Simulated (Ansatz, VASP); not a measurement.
# One calculation of GeCN2, two programs

```xyz
4
Lattice="1.7695 1.0216 4.8554 -1.7695 1.0216 4.8554 0.0000 -2.0433 4.8554" Properties=species:S:1:pos:R:3 pbc="T T T"
Ge    0.0000    0.0000    0.0000
N     0.0000    0.0000    8.5053
N     0.0000    0.0000    6.0610
C     0.0000    0.0000    7.2832
```

Change from the starting cell: volume scaled by 0.96.

Alike in both runs: task single point; functional LDA; k mesh 9 × 9 × 9; occupations fermi-dirac, width 0.05 eV; no spin polarisation.

```csv
,VASP,Ansatz
version,VASP 6.6.1,Ansatz 0.2.0
potentials or method,"VASP PAW LDA potentials, release 64 (Ge_d, N, C), cutoff 520 eV","all-electron LAPW, scalar-relativistic"
```

```csv
,VASP,Ansatz,Ansatz less VASP
gap on the k mesh at the Fermi level (eV),0.86,0.88,+0.021
least direct gap on the mesh (eV),1.58,1.62,+0.041
pressure (GPa),-1.1,-1.3,-0.25
largest component of the traceless stress (GPa),5.39,4.53,-0.865
rms of the force components (eV/Å),0.424,0.362,-0.0616
```

Atom by atom the forces differ by 0.062 eV/Å (rms over components). Ansatz ran all-electron here, so the differences hold the error of VASP's frozen core and of both bases.

Caveats: an odd mesh through Γ misses points on the zone boundary, where band edges often lie; the standard files for N, O and F lose accuracy on very short bonds (VASP); forces of over 1 eV/Å show positions far from the minimum, so gaps and moduli don't describe the material at rest (VASP).
